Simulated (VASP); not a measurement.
An input for Ansatz (written as the equivalent of a VASP run, and not itself run):

Ansatz 0.2 input:
```yaml
crystal:
  lattice:
    - [3.2511386, -5.6311372, 0.0000000]
    - [3.2511386, 5.6311372, 0.0000000]
    - [0.0000000, 0.0000000, 4.9908028]
  atoms:
    - { symbol: Se, position: [0.0000000, 0.1507391, 0.6666670] }
    - { symbol: Se, position: [0.8492609, 0.8492609, 0.0000000] }
    - { symbol: Se, position: [0.1507391, 0.0000000, 0.3333330] }
kpoints:
  mp_grid: { grid: [5, 5, 5] }
hamiltonian:
  xc: rpbe
  pseudopotentials: { kind: paw }
scf:
  occupations: { method: tetrahedron }
  max_iter: 100
output: { forces: true, stress: true, eigenvalues: true }
```

### Question
Write the VASP files for the same calculation (RPBE).

### Answer
Several could match; the one computed here: 
INCAR:
```
ALGO = Normal
SYSTEM = Se
GGA = RP   # RPBE
LORBIT = 11   # lm-projected
LEFG = .TRUE.
ISIF = 2   # forces and stress, cell fixed
LASPH = .TRUE.   # aspherical one-centre terms
LREAL = .FALSE.   # projection in real space or not
LWAVE = .FALSE.
EDIFF = 1E-7   # SCF stop (eV)
NEDOS = 601
ENCUT = 520   # plane-wave cut-off (eV)
LCHARG = .TRUE.
ISMEAR = -5   # tetrahedra, Bloechl
LMAXMIX = 4   # l cut-off of mixed one-centre charges
NELM = 100   # most electronic steps
PREC = Accurate
```

File KPOINTS:
```
Automatic mesh
0
Gamma
5 5 5
0 0 0
```

**POSCAR**
```
Se
1.0
  3.2511386216  -5.6311372358   0.0000000000
  3.2511386216   5.6311372358   0.0000000000
  0.0000000000   0.0000000000   4.9908027807
Se
3
Direct
  0.0000000000   0.1507391274   0.6666670000
  0.8492608726   0.8492608726   0.0000000000
  0.1507391274   0.0000000000   0.3333330000
```

POTCAR, in this order: Se (PBE.64 set). Program: vasp_std.

Limits of the translation: each code has its own PAW files, so the cut-off isn't converted (ENCUT is set for VASP's; basis.ecutwfc is left out, and Ansatz then takes the one that its files recommend); Ansatz stops its SCF on the density residual and VASP on the energy change (EDIFF); the field gradients of LEFG aren't asked of the other code.

The compound is Se in the trig structure. It was relaxed first, which changed the volume by +123 %.
